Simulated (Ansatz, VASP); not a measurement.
# Sn17H12 (Sn wire along [110], 17 atoms a period, H-terminated) in two plane-wave programs, part 2 of 2

Aim: how closely do two programs agree when they are given the same cell, functional and k mesh? The cell is taken from a series of runs on this material, whose earlier steps may have relaxed, scaled, displaced or heated it; both programs get it as it stands.

VASP 6.6.1 and Ansatz 0.2.0.

So far: The structure; VASP: single point, PBE.

### Step 3. Ansatz: single point, PBE

Level of this step: Ansatz beside VASP: Kohn-Sham DFT, plane waves, PBE (Ansatz).

Ansatz runs on its PAW soft_1 files.

The same cell, functional, mesh and smearing now go to Ansatz, which takes its cutoff from its data sets.

input.yaml

```yaml
crystal:
  lattice:
    - [22.121, 0.0, 0.0]
    - [0.0, 19.062, 0.0]
    - [0.0, 0.0, 4.7141835856]
  atoms:
    - { symbol: H, position: [0.155535774, 0.572818018, 0.0] }
    - { symbol: Sn, position: [0.202604338, 0.5, 0.0] }
    - { symbol: Sn, position: [0.425360251, 0.622332233, 0.0] }
    - { symbol: H, position: [0.455583258, 0.817656506, 0.0] }
    - { symbol: Sn, position: [0.501289301, 0.743182097, 0.0] }
    - { symbol: Sn, position: [0.500282916, 0.5, 0.0] }
    - { symbol: Sn, position: [0.723034944, 0.620565421, 0.0] }
    - { symbol: H, position: [0.768218759, 0.695492523, 0.0] }
    - { symbol: Sn, position: [0.798159714, 0.5, 0.0] }
    - { symbol: H, position: [0.844846632, 0.5, 0.294655854] }
    - { symbol: Sn, position: [0.274976003, 0.5, 0.5] }
    - { symbol: H, position: [0.30648552, 0.305406582, 0.5] }
    - { symbol: H, position: [0.30648552, 0.694593418, 0.5] }
    - { symbol: Sn, position: [0.351857416, 0.380250088, 0.5] }
    - { symbol: Sn, position: [0.351857416, 0.619749912, 0.5] }
    - { symbol: Sn, position: [0.573716415, 0.256698061, 0.5] }
    - { symbol: Sn, position: [0.573716415, 0.743301939, 0.5] }
    - { symbol: Sn, position: [0.574986851, 0.5, 0.5] }
    - { symbol: H, position: [0.619439289, 0.182224516, 0.5] }
    - { symbol: H, position: [0.619439289, 0.817775484, 0.5] }
    - { symbol: Sn, position: [0.649657028, 0.377390234, 0.5] }
    - { symbol: Sn, position: [0.649657028, 0.622609766, 0.5] }
    - { symbol: H, position: [0.844846632, 0.5, 0.705344146] }
    - { symbol: H, position: [0.155535774, 0.427181982, 0.0] }
    - { symbol: Sn, position: [0.425360251, 0.377667767, 0.0] }
    - { symbol: H, position: [0.455583258, 0.182343494, 0.0] }
    - { symbol: Sn, position: [0.501289301, 0.256817903, 0.0] }
    - { symbol: Sn, position: [0.723034944, 0.379434579, 0.0] }
    - { symbol: H, position: [0.768218759, 0.304507477, 0.0] }
kpoints:
  mp_grid: { grid: [1, 1, 17] }
  band_path: { path: ["Γ", Z], npoints: 90 }
scf:
  occupations: { method: fermi_dirac, width: 0.05 }
hamiltonian:
  xc: pbe
  pseudopotentials: { kind: paw, azcp: { folder: soft_1 } }
output:
  dos: { e_range: [-5, 4] }
  write_potential: true
  write_density: true
  volumetric_format: npy
```

The run is started by

```console
$ ansatz run input.yaml --threads 8 --pin off --max-ram 16384MiB --backend cpu --events-out ev --progress --plain --runs-dir out
```

Numbers of over 12 decimals in the logs are rounded to 6 here.

The log of the run:

```text
Engine: ansatz 0.2.0, aarch64-unknown-linux-gnu
Pseudopotentials: kind: paw
Pseudopotential: H, paw, valence charge 1, recommended cutoff 420 eV (normal), soft_1/H.paw.azcp
Pseudopotential: Sn, paw, valence charge 14, recommended cutoff 420 eV (normal), soft_1/Sn.paw.azcp
Functional definition: PBE
  parameter kappa = 0.804
  parameter beta = 0.066725
  exchange = pbe_x(kappa = kappa, mu = beta*pi^2/3)
  correlation = pbe_c(beta = beta)
Crystal: 29 atoms, lattice volume = 1987.832 Å³
Basis set: ecut = 420 eV, 38789 PW (Γ)
Bands: 154, of which v1, the nominal top of the filled ones, is band 125 counted from 1 (124 counted from 0)
Symmetry: 4 space group operations
Space group: Pmm2 (ITA 25), of the structure as read, at distance tolerance 1.3e-4 Å
k-points: 9 of 17
Non-local potential: H, projectors of the file, l = 0: 2, l = 1: 1
Non-local potential: Sn, projectors of the file, l = 0: 2, l = 1: 2, l = 2: 2, l = 3: 1
PAW form: soft (Blöchl's): semilocal exchange-correlation on the pseudo side does not see the compensation charge
PAW one-centre angular grid: H, 110 points (default); XC on 64 Gauss nodes
PAW one-centre angular grid: Sn, 590 points (default); XC on 64 Gauss nodes
Initial density: superposition of atomic densities (neutral atoms: chi_scale 0, normalization atom)
Initial wavefunctions: pseudopotential atomic-orbital guess
Functional: x = pbe(κ = 0.804, μ = 0.219515), c = pbe(β = 0.066725)
SCF iter   1: F=—  HF=-102601.594617 eV  |F-HF|=—  |Δ(HF+E_count)|=         —  Δρ=2.49e-2  dr2=1.30e1  ethr=3.10e-3  ⟨swp⟩=6.9  Hψ=6215  notcnv=0  defer=51
preconditioner: auto → Resta (q_TF=auto, 1.931 Å⁻¹)  ε∞=1.9  [insulator: Δε(μ)=0.581 eV  Ē_g=7.706 eV  σ=0.050 eV  W_gap=0.99  n_scr=248 (ndim 8)  ℏωp=7.4 eV  f_vac=0.585  D(μ)=0.01/eV (n_scr^D=0)  ε∞_Penn≈1.9  vacuum switching on, ρ_ref=4.3e-3 e/Å³]
SCF iter   2: F=—  HF=-102598.624375 eV  |F-HF|=—  |Δ(HF+E_count)|=    2.97e0  Δρ=9.65e-3  dr2=2.91e0  ethr=3.10e-3  ⟨swp⟩=3.6  Hψ=2057  notcnv=0  defer=165
SCF iter   3: F=—  HF=-102598.250197 eV  |F-HF|=—  |Δ(HF+E_count)|=   3.74e-1  Δρ=4.16e-3  dr2=1.54e0  ethr=1.16e-3  ⟨swp⟩=3.7  Hψ=2142  notcnv=0  defer=171
SCF iter   4: F=—  HF=-102598.033159 eV  |F-HF|=—  |Δ(HF+E_count)|=   2.17e-1  Δρ=1.25e-3  dr2=1.07e-1  ethr=6.14e-4  ⟨swp⟩=3.9  Hψ=1653  notcnv=0  defer=170
SCF iter   5: F=—  HF=-102598.036027 eV  |F-HF|=—  |Δ(HF+E_count)|=   2.87e-3  Δρ=5.90e-4  dr2=3.24e-2  ethr=4.27e-5  ⟨swp⟩=3.6  Hψ=1958  notcnv=0  defer=159
SCF iter   6: F=—  HF=-102598.033937 eV  |F-HF|=—  |Δ(HF+E_count)|=   2.09e-3  Δρ=3.14e-4  dr2=2.61e-3  ethr=1.30e-5  ⟨swp⟩=2.0  Hψ=1531  notcnv=0  defer=159
SCF iter   7: F=—  HF=-102598.035455 eV  |F-HF|=—  |Δ(HF+E_count)|=   1.52e-3  Δρ=1.18e-4  dr2=8.20e-4  ethr=1.05e-6  ⟨swp⟩=2.0  Hψ=1613  notcnv=0  defer=159
SCF iter   8: F=—  HF=-102598.035743 eV  |F-HF|=—  |Δ(HF+E_count)|=   2.88e-4  Δρ=4.43e-5  dr2=3.19e-4  ethr=3.28e-7  ⟨swp⟩=2.0  Hψ=1571  notcnv=0  defer=159
SCF iter   9: F=—  HF=-102598.035739 eV  |F-HF|=—  |Δ(HF+E_count)|=   4.28e-6  Δρ=2.11e-5  dr2=1.01e-5  ethr=1.28e-7  ⟨swp⟩=2.0  Hψ=1429  notcnv=0  defer=159
SCF iter  10: F=—  HF=-102598.035624 eV  |F-HF|=—  |Δ(HF+E_count)|=   1.15e-4  Δρ=8.79e-6  dr2=2.01e-6  ethr=4.04e-9  ⟨swp⟩=3.0  Hψ=2543  notcnv=0  defer=159
SCF iter  11: F=—  HF=-102598.035628 eV  |F-HF|=—  |Δ(HF+E_count)|=   3.73e-6  Δρ=2.87e-6  dr2=2.29e-7  ethr=8.02e-10  ⟨swp⟩=2.0  Hψ=1588  notcnv=0  defer=159
SCF iter  12: F=-102598.035629 eV  HF=-102598.035629 eV  |F-HF|=5.65e-9  |Δ(HF+E_count)|=   5.51e-7  Δρ=7.84e-7  dr2=3.94e-8  ethr=4.00e-11  ⟨swp⟩=15.8  Hψ=5819  notcnv=0
SCF 1 converged in 12 iterations: F = -102598.035629 eV  dr2 = 3.94e-8
  greatest PAW one-centre occupation: 0.991 electrons in one spin orbital (limit 2), on the Sn atom at site 1 (counted from 0), in its partial waves of l = 2
NSCF: frozen V_eff on 91 k-points
WARN: The output density's exchange-correlation potential varies sharply where the density is thin. Do not read a vacuum level from v_tot or v_xc, or from such a field of the output density. On a cell that repeats whose density bears no net charge and no dipole along the vacuum's axis use v_es (v_loc + v_h of the components); under efield.dipole_correction with no amplitude use v_es + v_field, which holds any externa [...]
SCF converged after 12 iterations
Free energy (F): -102598.035629 eV
Harris-Foulkes:  -102598.035629 eV  (|F-HF|=5.65e-9)
Internal energy: -102598.035588 eV  (E = F + TS)
E sigma→0 (E₀):  -102598.035608 eV
Entropy (-TS):   -0.000040 eV (-0.001 meV/atom)
Fermi energy:    -0.716153 eV
--- Per-component energies (eV) ---
  E_band       = -4184.241564
  E_kinetic    = 3001.890455
  E_local      = -119479.927661  (includes V_loc(G=0)·N_el)
  E_nonlocal   = 2469.497076
  E_hartree    = 58417.589589
  E_xc         = -2228.011520
  E_vxc        = -1478.254989  (∫ρ·V_xc dr)
  E_paw        = -74301.187124  (= ΣΔE_a)
  E_vpaw       = -5532.609840  (= ΣTr[D̂ρ^β])
  E_aug_tail   = -0.005570  (compensation charges beyond the density's cutoff)
  E_ewald      = 29522.119167
  E_smearing   = -0.000040  (= −TS)
  E_closure    = -0.000000  (closes the sum)
  Σ components = -102598.035629   (vs F -102598.035629, Δ=0.00e0)
--- Band table (eV; the first three rows and the last of 9) ---
  k-point 0: bands = [... 121 lower, -1.8379, -1.7157, -1.4357, -1.1101, -0.3210, -0.1017, -0.0985, 0.0240, ... 25 higher]
  k-point 1: bands = [... 121 lower, -1.8560, -1.6296, -1.6194, -1.4044, -0.0240, 0.0942, 0.1010, 0.2578, ... 25 higher]
  k-point 2: bands = [... 121 lower, -1.8942, -1.8708, -1.7961, -1.6252, 0.3863, 0.4983, 0.5027, 0.6492, ... 25 higher]
  k-point 8: bands = [... 121 lower, -2.4194, -2.3875, -2.3464, -2.2695, 0.4166, 0.4823, 0.9101, 0.9350, ... 25 higher]
```

### Step 4. Differences

Known differences besides the potentials themselves: the cutoff is 420 eV in Ansatz and 400 eV in VASP. Total energies have different zeros and are not compared.

The two programs side by side:

```tsv
quantity	Ansatz	VASP	difference
gap on the k mesh (eV)	0.789	0.790	-0.001
```

A gap on the mesh is an upper bound, since the band edges may lie between its points.

### Step 5. Outcome

```yaml
difference_in_gap_on_the_k_mesh_single_point_pbe: -0.0010 eV
```

**Reading.** The difference in gap on the k mesh is -0.0010 eV (single point, PBE), within the 0.08 eV picked in this series as the mark of a large difference. Such differences can come from data sets, numerical settings and the points named under the comparisons, not from the functional's error against experiment.

[Lines on the potential files, build, host, timing and source positions are cut from VASP's logs without a mark.]

[Logs are printed without paths, hosts, clocks, repeated set-up lines and the standing remarks that a program may print on its own settings, such as how far it seeks lower states.]

[Hosts, paths, dates, database ids (printed as entryN), source tags and the programs' standing remarks are cut or masked in the printed files.]
